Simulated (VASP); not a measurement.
Method: PBEsol GGA, VASP's PBE PAW potentials (set 64) (plane waves; VASP 6.6.1).

Input for VASP

### POSCAR
```
Li3Ag
1
    3.9457680000     0.0000000000     0.0000000000
    0.0000000000     3.9457680000     0.0000000000
    0.0000000000     0.0000000000     3.9457680000
Li Ag
3 1
Direct
  0.0097160000   0.4887860000   0.5003040000
  0.4903980000   0.5246170000   0.0049260000
  0.5050400000   0.0017480000   0.4961940000
 -0.0051540000  -0.0151510000  -0.0014240000
```

File KPOINTS:
```
Automatic mesh
0
Gamma
6 6 6
0 0 0
```

INCAR:
```
# general
SYSTEM =Li3Ag
PREC   =Accurate
ENCUT  =400
LREAL  =F
LASPH  =T

# electronic loop
EDIFF  =1E-6
NELM   =100
ALGO   =Normal
LMAXMIX=4

# smearing
ISMEAR =0
SIGMA  =0.272

# functional
GGA    =PS

# ions
ISIF   =2

# output
LWAVE  =F
LCHARG =F
```

POTCAR, in this order: Li_sv Ag (PBE.64 set). Program: vasp_std.

Problem. What will the output report for the number of irreducible k-points (NKPTS), largest plane-wave count, number of space-group operations, FFT grid (NGX, NGY, NGZ)?

Solution. 
The number of irreducible k-points (NKPTS) is 112 and the largest plane-wave count is 1141. The number of space-group operations is 1 and the FFT grid (NGX, NGY, NGZ) comes out as 28 × 28 × 28.

The structure was generated: Li3Ag was put into an ordered model structure, which need not be its known phase. The cell was not relaxed at this level, atoms are displaced from their ideal sites. The run is one of a series of settings (GGA = PS against the base run), some of them coarse on purpose.
